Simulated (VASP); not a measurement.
```
SnSe2
1.0
    1.90374    -3.29737     0.00000
    1.90374     3.29737     0.00000
    0.00000     0.00000     5.88356
Sn Se
1 2
Direct
  0.00000   0.00000   0.00000
  0.33333   0.66667   0.26813
  0.66667   0.33333   0.73187
```

Method: LDA (Ceperley-Alder, Perdew-Zunger), VASP's LDA PAW potentials (set 64) (plane waves; VASP 6.6.1). Numerical set-up: 400 eV cut-off, 15×15×9 Γ-centred mesh, Gaussian smearing of 0.010 eV, potentials Sn_d Se.

Q: Estimate the energy per atom (σ→0).

A: 
```json
{
  "energy per atom (σ→0)": "-4.598 eV/atom"
}
```

The compound is SnSe2 in the 1T layered structure. It was relaxed first.
